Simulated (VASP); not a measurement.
# Te (relaxed from the layer:A7 structure): computed properties

The numbers are results of r2SCAN meta-GGA, VASP's PBE PAW potentials (set 64) (plane waves; VASP), not measurements.

- space group = P-3m1 (164)
- cell = a = 4.9540 Å, b = 4.9540 Å, c = 12.0522 Å, α = 90.00°, β = 90.00°, γ = 120.00°
- band gap (over mesh and band path) = none (metal, semimetal or under 0.01 eV)

```yaml
crystal:
  lattice:
    - [4.95404, 0.00000, 0.00000]
    - [-2.47702, 4.29032, 0.00000]
    - [0.00000, 0.00000, 12.05220]
  atoms:
    - { symbol: Te, position: [0.66667, 0.33333, 0.53025] }
    - { symbol: Te, position: [0.33333, 0.66667, 0.46975] }
```

The cell holds vacuum, so volume and density refer to the whole cell. The cell holds a wide vacuum, so values per volume refer to the whole cell. Unless said otherwise, spin-orbit coupling is left out, though it shifts the bands of the heavy elements here.

The cell is a sheet with vacuum, built from a generated structure.
